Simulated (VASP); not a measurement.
VASP ran on this input.

**INCAR**
```
# general
SYSTEM   =  FeSi2
PREC     =  Accurate
ENCUT    =  400
LREAL    =  .FALSE.
LASPH    =  .TRUE.

# electronic loop
EDIFF    =  1E-6   # SCF stop (eV)
NELM     =  100   # most electronic steps
ALGO     =  Normal   # blocked Davidson
LMAXMIX  =  4   # l cut-off of mixed one-centre charges
LMIXTAU  =  .TRUE.

# smearing
ISMEAR   =  1
SIGMA    =  0.1   # width (eV)

# functional
METAGGA  =  R2SCAN

# spin
ISPIN    =  2
MAGMOM   =  2.8 2*0.1

# ions
IBRION   =  2   # conjugate gradients
NSW      =  60   # most ionic steps
ISIF     =  3   # ions, shape and volume
EDIFFG   =  -0.02

# output
LWAVE    =  .FALSE.
LCHARG   =  .FALSE.
LORBIT   =  10
```

POSCAR:
```
FeSi2
1.0
  4.2770838950  -0.0000000427   0.0000000000
 -2.1385414837   3.7040629945   0.0000000000
  0.0000000000   0.0000000000   2.4625621246
Fe Si
1 2
Direct
  0.0000000000   0.0000000000   1.0000000000
  0.3333330000   0.6666670000   0.5000000000
  0.6666670000   0.3333330000   0.5000000000
```

### KPOINTS
```
Automatic mesh
0
Gamma
8 8 11
0 0 0
```

POTCAR, in this order: Fe Si (PBE.64 set). Program: vasp_std.

Q: Write an equivalent input for Ansatz.

A: One equivalent input (not run):
Ansatz 0.2 input:
```yaml
crystal:
  lattice:
    - [4.2770839, -0.0000000, 0.0000000]
    - [-2.1385415, 3.7040630, 0.0000000]
    - [0.0000000, 0.0000000, 2.4625621]
  atoms:
    - { symbol: Fe, position: [0.0000000, 0.0000000, 1.0000000], spin: 2.8 }
    - { symbol: Si, position: [0.3333330, 0.6666670, 0.5000000], spin: 0.1 }
    - { symbol: Si, position: [0.6666670, 0.3333330, 0.5000000], spin: 0.1 }
kpoints:
  mp_grid: { grid: [8, 8, 11] }
hamiltonian:
  xc: r2scan
  pseudopotentials: { kind: paw }
magnetization: { spin_polarized: true }
scf:
  occupations: { method: methfessel_paxton, width: 0.1 }
  max_iter: 100
relax:
  max_steps: 60
  f_tol: 0.02
  cell: {}
output: { forces: true, stress: true, eigenvalues: true }
```
The two are equivalent in intent, not identical: each code has its own PAW files, so the cut-off isn't converted (ENCUT is set for VASP's; basis.ecutwfc is left out, and Ansatz then takes the one that its files recommend); Ansatz stops its SCF on the density residual and VASP on the energy change (EDIFF).

The structure was generated: FeSi2 was put into the AlB2 type (P6/mmm), which need not be its known phase. It was relaxed first, which changed the volume by -47 %. The start is the result of an earlier pass.
